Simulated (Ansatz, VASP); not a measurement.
# Cross-check of HfRe (HfRe in the Bh ordering) between VASP and Ansatz, part 2 of 2

One calculation is typed for both programs; each brings its own data sets. How far apart do they land? The cell is generated by rule, not measured, and may not be a known phase. The cell is taken from a series of runs on this material, whose earlier steps may have relaxed, scaled, displaced or heated it; both programs get it as it stands.

VASP 6.6.1 and Ansatz 0.2.0.

So far: The starting structure; VASP: zone-centre phonons, PBEsol.

The structure was built from a prototype and need not be the compound's stable phase.

## 3. Ansatz: zone-centre phonons, PBEsol

Level of this step: Ansatz beside VASP: Kohn-Sham DFT, plane waves, PBEsol (Ansatz).

Ansatz runs on its default PAW (the set named soft_2) files.

The same cell, functional, mesh and smearing now go to Ansatz, which takes its cutoff from its data sets.

The input, input.yaml:

```yaml
crystal:
  lattice:
    - [3.1003465042, -3.0107e-06, 0.0]
    - [-1.5501706447, 2.6849803386, 0.0]
    - [0.0, 0.0, 4.229518635]
  atoms:
    - { symbol: Hf, position: [0.3333333333, 0.6666666667, 0.25] }
    - { symbol: Re, position: [0.6666666667, 0.3333333333, 0.75] }
kpoints:
  mp_grid: { grid: [6, 6, 4] }
hamiltonian:
  xc: pbesol
scf:
  occupations: { method: methfessel_paxton, width: 0.2 }
output:
  eigenvalues: true
phonons:
  method: dfpt
  qmesh: [2, 2, 1]
  temperatures: { t_max: 1000, t_step: 50 }
  qpath:
    path:
      - [[0.0, 0.0, 0.0], [0.5, 0.0, 0.0], [0.33333333, 0.33333333, 0.0], [0.0, 0.0, 0.0], [0.0, 0.0, 0.5], [0.5, 0.0, 0.5], [0.33333333, 0.33333333, 0.5], [0.0, 0.0, 0.5]]
      - [[0.5, 0.0, 0.5], [0.5, 0.0, 0.0]]
      - [[0.33333333, 0.33333333, 0.5], [0.33333333, 0.33333333, 0.0]]
    npoints: 10
```

The run is started by

```bash
$ ansatz run input.yaml --threads 4 --pin off --max-ram 8192MiB --backend cpu --events-out ev --progress --plain --runs-dir out
```

Numbers of over 12 decimals in the logs are rounded to 6 here.

Log:

```text
Engine: ansatz 0.2.0, aarch64-unknown-linux-gnu
Pseudopotentials: kind: paw
Pseudopotential: Hf, paw, valence charge 26, recommended cutoff 420 eV (normal), Hf.paw.azcp
Pseudopotential: Re, paw, valence charge 15, recommended cutoff 420 eV (normal), Re.paw.azcp
Functional definition: PBEsol
  exchange = pbesol_x
  correlation = pbesol_c
Crystal: 2 atoms, lattice volume = 35.208 Å³
Basis set: ecut = 420 eV, 687 PW (Γ), exchange–correlation on 48×48×60 points (8 copies of the dense FFT grid, shifted against one another)
Bands: 25, of which v1, the nominal top of the filled ones, is band 21 counted from 1 (20 counted from 0)
Symmetry: 12 space group operations
k-points: 21 of 144 (time reversal used)
Non-local potential: Hf, projectors of the file, l = 0: 3, l = 1: 2, l = 2: 2, l = 3: 3
Non-local potential: Re, projectors of the file, l = 0: 3, l = 1: 2, l = 2: 2, l = 3: 1
PAW form: soft (Blöchl's): semilocal exchange-correlation on the pseudo side does not see the compensation charge
PAW frozen core: Hf, regenerated for the run's functional, and the local potential with it (the file was generated under x = pbe(κ = 0.804, μ = 0.219515), c = pbe(β = 0.066725))
PAW frozen core: Re, regenerated for the run's functional, and the local potential with it (the file was generated under x = pbe(κ = 0.804, μ = 0.219515), c = pbe(β = 0.066725))
PAW one-centre angular grid: Hf, 590 points (default); XC on 64 Gauss nodes
PAW one-centre angular grid: Re, 590 points (default); XC on 64 Gauss nodes
Initial density: superposition of atomic densities (neutral atoms: chi_scale 0, normalization atom), corrected by the library's trained network
Initial wavefunctions: pseudopotential atomic-orbital guess
Functional: x = pbesol(κ = 0.804, μ = 0.123457), c = pbesol(β = 0.046)
SCF iter   1: F=—  HF=-26334.746049 eV  |F-HF|=—  |Δ(HF+E_count)|=         —  Δρ=1.33e-2  dr2=6.83e-2  ethr=1.77e-3  ⟨swp⟩=4.4  Hψ=1854  notcnv=0
preconditioner: auto → Kerker (q_TF=auto, 2.798 Å⁻¹)  [metal: Δε(μ)=0.106 eV  Ē_g=14.446 eV  σ=0.200 eV  W_gap=0.43  n_scr=20 (ndim 8)  ℏωp=34.8 eV  f_vac=0.000  D(μ)=1.81/eV (n_scr^D=22)]
SCF iter   2: F=—  HF=-26334.737258 eV  |F-HF|=—  |Δ(HF+E_count)|=   8.79e-3  S|Δr|=    0.00e0  Δρ=7.44e-3  dr2=2.19e-2  ethr=1.67e-4  ⟨swp⟩=1.0  Hψ=693  notcnv=0
SCF iter   3: F=—  HF=-26334.732343 eV  |F-HF|=—  |Δ(HF+E_count)|=   4.92e-3  S|Δr|=    0.00e0  Δρ=1.13e-3  dr2=4.95e-4  ethr=5.34e-5  ⟨swp⟩=2.0  Hψ=631  notcnv=0
SCF iter   4: F=—  HF=-26334.732342 eV  |F-HF|=—  |Δ(HF+E_count)|=   1.08e-6  S|Δr|=    0.00e0  Δρ=5.91e-4  dr2=1.29e-4  ethr=1.21e-6  ⟨swp⟩=2.0  Hψ=925  notcnv=0
SCF iter   5: F=—  HF=-26334.732147 eV  |F-HF|=—  |Δ(HF+E_count)|=   1.95e-4  S|Δr|=    0.00e0  Δρ=1.45e-4  dr2=5.79e-6  ethr=3.15e-7  ⟨swp⟩=2.3  Hψ=940  notcnv=0
SCF iter   6: F=—  HF=-26334.732146 eV  |F-HF|=—  |Δ(HF+E_count)|=   3.09e-7  S|Δr|=    0.00e0  Δρ=4.34e-5  dr2=5.05e-7  ethr=1.41e-8  ⟨swp⟩=2.0  Hψ=796  notcnv=0
SCF iter   7: F=—  HF=-26334.732142 eV  |F-HF|=—  |Δ(HF+E_count)|=   4.72e-6  S|Δr|=    0.00e0  Δρ=8.68e-6  dr2=2.44e-8  ethr=1.23e-9  ⟨swp⟩=2.0  Hψ=907  notcnv=0
SCF iter   8: F=—  HF=-26334.732142 eV  |F-HF|=—  |Δ(HF+E_count)|=   1.10e-8  S|Δr|=    0.00e0  Δρ=1.56e-6  dr2=1.17e-9  ethr=5.96e-11  ⟨swp⟩=2.0  Hψ=787  notcnv=0
SCF iter   9: F=—  HF=-26334.732142 eV  |F-HF|=—  |Δ(HF+E_count)|=  2.00e-10  S|Δr|=    0.00e0  Δρ=4.68e-7  dr2=8.55e-11  ethr=2.85e-12  ⟨swp⟩=2.0  Hψ=916  notcnv=0
SCF iter  10: F=-26334.732142 eV  HF=-26334.732142 eV  |F-HF|=1.46e-11  |Δ(HF+E_count)|=  1.31e-10  S|Δr|=    0.00e0  Δρ=1.16e-7  dr2=5.22e-12  ethr=1.00e-12  ⟨swp⟩=6.4  Hψ=2536  notcnv=0
SCF 1 converged in 10 iterations: F = -26334.732142 eV  dr2 = 5.22e-12
  greatest PAW one-centre occupation: 0.999 electrons in one spin orbital (limit 2), on the Re atom at site 1 (counted from 0), in its partial waves of l = 0
phonons: the bands overlap, so this run is a metal and interpolates without the dipole-dipole term. If the crystal is really an insulator or semiconductor, its LO-TO splitting is missing
NSCF: frozen V_eff on 21 k-points
NSCF: frozen V_eff on 60 k-points
DFPT response loops at q = (0, 0, 0) (fractional): preconditioner auto → Kerker (q_TF=auto, 2.798 Å⁻¹) (partly filled bands, converged f_vac=0.000); β = 1.00, the filter's whole step (`scf.mixing.beta` (0.50) is not read by the response loops under this deck's `scf.mixing.preconditioner`; to damp them name `kerker` or `kerker_dos`, under which they read `scf.mixing.beta`, and type it under 1.00, their step now; both keys bind the ground state too); Broyden in place of MSR1
NSCF: frozen V_eff on 120 k-points
DFPT response loops at q = (0, -0.5, 0) (fractional): mixed as the last ones told, above
SCF converged after 10 iterations
Stability not checked: this state was not tested for a lower state beside it, because cold or Methfessel-Paxton smearing, or corrected tetrahedra, fill the levels in a way that the test cannot read (fill_not_monotonic; see scf.lower_state_search)
Free energy (F): -26334.732142 eV
Harris-Foulkes:  -26334.732142 eV  (|F-HF|=1.46e-11)
Internal energy: -26334.731749 eV  (E = F + TS)
E sigma→0 (E₀):  -26334.732044 eV
Entropy (-TS):   -0.000393 eV (-0.196 meV/atom)
Fermi energy:    22.400747 eV
--- Per-component energies (eV) ---
  E_band       = 22.995452
  E_kinetic    = 968.988981
  E_local      = -5837.984805  (includes V_loc(G=0)·N_el)
  E_nonlocal   = -1183.504442
  E_hartree    = 2688.694789
  E_xc         = -699.506618
  E_vxc        = -570.852058  (∫ρ·V_xc dr)
  E_paw        = -15340.723093  (= ΣΔE_a)
  E_vpaw       = 1268.958362  (= ΣTr[D̂ρ^β])
  E_aug_tail   = -0.000078  (compensation charges beyond the density's cutoff)
  E_ewald      = -6932.180837
  E_core_change = 1.484353  (= ΣΔE_core)
  E_smearing   = -0.000393  (= −TS)
  E_closure    = 0.000000  (closes the sum)
  Σ components = -26334.732142   (vs F -26334.732142, Δ=0.00e0)
--- Band table (eV; the first three rows and the last of 21) ---
  k-point 0: bands = [... 17 lower, 21.2988, 21.2988, 22.3679, 22.3679, 24.0876, 24.0876, 24.3058, 25.2832]
  k-point 1: bands = [... 17 lower, 20.9031, 20.9031, 22.0886, 22.0886, 22.8588, 24.4222, 24.9372, 24.9372]
  k-point 2: bands = [... 17 lower, 20.8047, 20.8047, 21.5091, 21.5091, 21.5222, 23.6600, 26.4483, 26.4483]
  k-point 20: bands = [... 17 lower, 19.7404, 19.9533, 20.8535, 22.3235, 24.0913, 24.3627, 24.7174, 27.5447]
--- Phonons (Γ-DFPT): 4 representative perturbations + reference (Σ response iterations 12) ---
  ASR residual: 6.620e-5 → 0.000e0 eV/Å²; symmetrization residual: 9.022e-6 eV/Å²
  ASR residual per site (eV/Å²): 6.62e-5 4.60e-5
  Γ frequencies (cm⁻¹): -71.69 -71.69 0.00 0.00 0.00 120.58
--- Phonons (arbitrary-q DFPT): 2 irreducible q on the 2×2×1 mesh ---
  q = [0.0000, 0.0000, 0.0000] (star 1, of the zone-centre solve; hermiticity 1.85e-6, symmetrization 9.26e-7): -71.69 -71.69 -0.00 0.00 0.00 120.58
  q = [0.0000, -0.5000, 0.0000] (star 3, 6 solved perturbations in 318 linear systems a pass and spin channel, the states on 60 of 144 k-point pairs; hermiticity 7.93e-7, symmetrization 4.97e-6): -76.49 43.05 98.23 99.17 130.43 182.71
  sum rule: each row above includes the acoustic sum rule's correction from the zone centre's row sums; it moved no ω² by more than (0.32 cm⁻¹)²
  mesh force constants: q→R imaginary residual 1.52e-17; ASR residual 6.620e-5 → 0.000e0 eV/Å²; symmetrization residual 8.882e-15 eV/Å²
  interpolated dispersion: 93 rows × 6 modes
  density of states and harmonic sums: on the 24×24×15 q-mesh, interpolated from the force constants of a 2×2×1 supercell (no non-analytic term)
  largest difference from the sums on the solved wave vectors: F 2.03e-1 eV, S 2.79e-4 and C_V 7.70e-5 eV/K
  zero-point energy: 0.029529 eV/cell   skipped modes (ω ≤ 0): 582, of them read as no rigid motion or as one in doubt: 579 (1.122e0 modes/cell left out, lowest -76.49 cm⁻¹)   left out of the sums: 1.87e-1 of the cell's modes: C_V's classical limit lies that fraction below 3 k_B per atom; for a crystal, a wire or a layer, F and S can be off by more, and a phonons.interpolated_qmesh denser along its periods is the remedy for the sampling
```

## 4. Comparison

Known differences besides the potentials themselves: VASP's run holds the zone centre alone; the data sets hold 41 valence electrons in Ansatz (on its default PAW (the set named soft_2) files) and 17 in VASP; the cutoff is 420 eV in Ansatz and 600 eV in VASP; Ansatz makes its cores anew for this functional, VASP keeps those of its PBE data sets. Total energies have different zeros and are not compared.

Compared:

```tsv
quantity	Ansatz	VASP	difference
optical mode 1 to 2 (imaginary, printed as negative) (cm⁻¹)	-71.7	-69.4	-2.3
optical mode 3 (cm⁻¹)	120.6	118.1	+2.08 %
```

Modes are paired by rising frequency, not by their patterns, so a pair may set unlike modes beside each other; they are those without the splitting of longitudinal modes.

## 5. Outcome

```json
{
  "r.m.s. difference of the optical zone-centre modes, each program's sorted by frequency (zone-centre phonons, PBEsol)": "2.4 cm⁻¹",
  "difference in optical mode 3 (zone-centre phonons, PBEsol)": "+2.1 %"
}
```

In words: The r.m.s. difference of the optical zone-centre modes, each program's sorted by frequency is 2.4 cm⁻¹ (zone-centre phonons, PBEsol). The data sets hold unlike numbers of valence electrons (41 in Ansatz and 17 in VASP), so part of the differences comes from the potentials. Among the rows given in per cent, the largest difference of the zone-centre phonons, PBEsol pair is in optical mode 3, +2.1 %. How closely two codes agree says nothing of how well the functional describes the real material.

[Lines on the potential files, build, host, timing and source positions are cut from VASP's logs without a mark.]

[Logs are printed without paths, hosts, clocks, repeated set-up lines and the standing remarks that a program may print on its own settings, such as how far it seeks lower states.]

[Hosts, paths, dates, database ids (printed as entryN), source tags and the programs' standing remarks are cut or masked in the printed files.]
